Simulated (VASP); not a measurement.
A convergence study with VASP on HfO₂ (fluorite): one setting is varied, all else stays as given below, so the limit is that of these other settings.

```
CELL_PARAMETERS angstrom
      0.00000     2.54000     2.54000
      2.54000     0.00000     2.54000
      2.54000     2.54000     0.00000
ATOMIC_POSITIONS crystal
  Hf 0.00000 0.00000 0.00000
  O  0.25000 0.25000 0.25000
  O  0.75000 0.75000 0.75000
```

Calculation: PBE GGA, VASP's PBE PAW potentials (set 64) (plane waves; VASP). The tightest run used: 700 eV cut-off, 12×12×12 Monkhorst-Pack mesh, Gaussian smearing of 0.050 eV, potentials Hf_pv O.

| setting | E (eV/atom) | pressure (GPa) | irreducible k-points |
|---|---|---|---|
| 1×1×1 mesh | -10.2213 | -28.50 | 1 |
| 2×2×2 mesh | -10.1118 | -1.95 | 2 |
| 3×3×3 mesh | -10.0839 | -1.40 | 4 |

Question: These are the cheaper rows. Estimate the results at 12×12×12 mesh, and how far the last row shown lies from them.

Answer: 
```tsv
quantity	tightest run	last row shown is off by
E (eV/atom)	-10.0870	0.0031
pressure (GPa)	-1.39	-0.01
```

Left out are rungs that failed or repeat a setting and relaxations that didn't move; long series are thinned to 24 rows.

The compound is HfO2 in the fluorite structure, the high-temperature cubic form, which is unstable at 0 K; the monoclinic form is the stable one. The cell was not relaxed at this level.
